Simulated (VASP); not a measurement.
Os:

```xyz
2
Lattice="2.7461 0.0000 0.0000 -1.3731 2.3782 0.0000 0.0000 0.0000 4.3263" Properties=species:S:1:pos:R:3 pbc="T T T"
Os    0.0000    1.5855    1.0816
Os    1.3731    0.7927    3.2447
```

| Quantity | Value |
| --- | --- |
| Program | VASP 6.6.1 |
| Task | relaxation of cell and atoms |
| Functional | PBEsol |
| Potentials or basis | VASP PAW PBE potentials, release 64 (Os) |
| Cutoff | 580 eV |
| k mesh | 18 × 18 × 10 |
| Occupations | gaussian, width 0.1 eV |
| Spin | no spin polarisation |

At the start: pressure -6.5 GPa; volume 14.13 Å³/atom.

Where does the relaxation end?

Over 9 steps the energy falls by 4.7 meV/atom and the volume is 13.91 Å³/atom (-1.5 %); space group P6_3/mmc (No. 194, to 0.05 Å).

Step by step:
| step | energy change (eV) | largest force (eV/Å) | pressure (GPa) | volume (Å³) |
| --- | --- | --- | --- | --- |
| 1 | 0.0000 | 0.0000 | -6.54 | 28.25 |
| 2 | 0.1873 | 0.0000 | 36.28 | 25.96 |
| 3 | -0.0092 | 0.0000 | -0.12 | 27.83 |
| 4 | -0.0092 | 0.0000 | 0.04 | 27.82 |
| 5 | -0.0092 | 0.0000 | 0.18 | 27.81 |
| 6 | -0.0091 | 0.0000 | 0.05 | 27.81 |
| 7 | -0.0094 | 0.0000 | 0.11 | 27.81 |
| 8 | -0.0093 | 0.0000 | -0.34 | 27.84 |
| 9 | -0.0094 | 0.0000 | 0.01 | 27.82 |

Final structure:
```yaml
crystal:
  lattice:
    - [2.72862, 0.00000, 0.00000]
    - [-1.36431, 2.36305, 0.00000]
    - [0.00000, 0.00000, 4.31456]
  atoms:
    - { symbol: Os, position: [0.33333, 0.66667, 0.25000] }
    - { symbol: Os, position: [0.66667, 0.33333, 0.75000] }
```

Caveat: the PAW data sets were made with another functional, which shifts forces and pressure a little.
